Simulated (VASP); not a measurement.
Computed with PBEsol GGA, VASP's PBE PAW potentials (set 64) (plane waves; VASP).

VASP input:

### INCAR
```
ENCUT = 500   ! plane-wave cut-off (eV)
SIGMA = 0.1
PSTRESS = 300   ! kbar
ISIF = 3
LASPH = .TRUE.   ! aspherical one-centre terms
LREAL = .FALSE.
LWAVE = .FALSE.
IBRION = 2
ISMEAR = 1
LMAXMIX = 6
NSW = 40   ! most ionic steps
ALGO = Normal   ! blocked Davidson
EDIFF = 1E-6   ! SCF stop (eV)
NELM = 100   ! most electronic steps
LCHARG = .FALSE.
EDIFFG = -0.02   ! ionic stop
SYSTEM = CuAu
PREC = Accurate
GGA = PS   ! PBEsol
```

**POSCAR**
```
CuAu
1.0
  2.7182047756   0.0000000000   0.0000000000
  0.0000000000   2.7182047756   0.0000000000
  0.0000000000   0.0000000000   3.5097781537
Cu Au
1 1
direct
  0.0000000000   0.0000000000   0.0000000000
  0.5000000000   0.5000000000   0.5000000000
```

**KPOINTS**
```
K-points
0
gamma
  13 13 10
0 0 0
```

POTCAR, in this order: Cu Au (PBE.64 set). Program: vasp_std.

Question: What will the output report for the number of irreducible k-points (NKPTS), largest plane-wave count, number of space-group operations, FFT grid (NGX, NGY, NGZ)?

Answer: 
- number of irreducible k-points (NKPTS) = 168
- largest plane-wave count = 683
- number of space-group operations = 16
- FFT grid (NGX, NGY, NGZ) = 20 × 20 × 28

The compound is CuAu in the L1_0 structure. This run relaxes it under an external pressure of 30 GPa. Symmetry was kept, so distortions that lower it aren't found.
